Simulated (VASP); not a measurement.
An input for Ansatz (written as the equivalent of a VASP run, and not itself run):

Ansatz 0.2 input:
```yaml
crystal:
  lattice:
    - [0.0000000, 2.7800472, 2.7800472]
    - [2.7800472, 0.0000000, 2.7800472]
    - [2.7800472, 2.7800472, 0.0000000]
  atoms:
    - { symbol: Al, position: [0.0000000, 0.0000000, 0.0000000] }
    - { symbol: P, position: [0.2500000, 0.2500000, 0.2500000] }
kpoints:
  mp_grid: { grid: [6, 6, 6] }
hamiltonian:
  xc: hse06
  pseudopotentials: { kind: paw }
scf:
  occupations: { method: gaussian, width: 0.05 }
  max_iter: 60
output: { forces: true, stress: true, eigenvalues: true }
```

Q: Translate this input to VASP (INCAR, KPOINTS, POSCAR, choice of POTCAR).

A: Several could match; the one computed here: 
### INCAR
```
SYSTEM = AlP
PREC = Accurate
ENCUT = 520
EDIFF = 1E-6
NELM = 60
ALGO = Normal
LREAL = .FALSE.
LASPH = .TRUE.
ISMEAR = 0
SIGMA = 0.05
GGA = PE
HFSCREEN = 0.2
AEXX = 0.25
LHFCALC = .TRUE.
PRECFOCK = Fast
ISYM = 3
LWAVE = .FALSE.
LCHARG = .FALSE.
ISIF = 2
```

POSCAR:
```
AlP
1
    0.0000000000     2.7800472135     2.7800472135
    2.7800472135     0.0000000000     2.7800472135
    2.7800472135     2.7800472135     0.0000000000
Al P
1 1
Direct
  0.0000000000   0.0000000000   0.0000000000
  0.2500000000   0.2500000000   0.2500000000
```

### KPOINTS
```
Regular mesh
0
G
  6 6 6
0 0 0
```

POTCAR, in this order: Al P (PBE.64 set). Program: vasp_std. Read from the step before: WAVECAR.

Limits of the translation: each code has its own PAW files, so the cut-off isn't converted (ENCUT is set for VASP's; basis.ecutwfc is left out, and Ansatz then takes the one that its files recommend); Ansatz stops its SCF on the density residual and VASP on the energy change (EDIFF); Ansatz's hse06 screens at 0.11 per bohr (0.208 per Å), slightly more than HFSCREEN = 0.2.

The compound is AlP in the zinc blende structure. This cell is one point of a volume scan, at 1.03 of the reference volume.
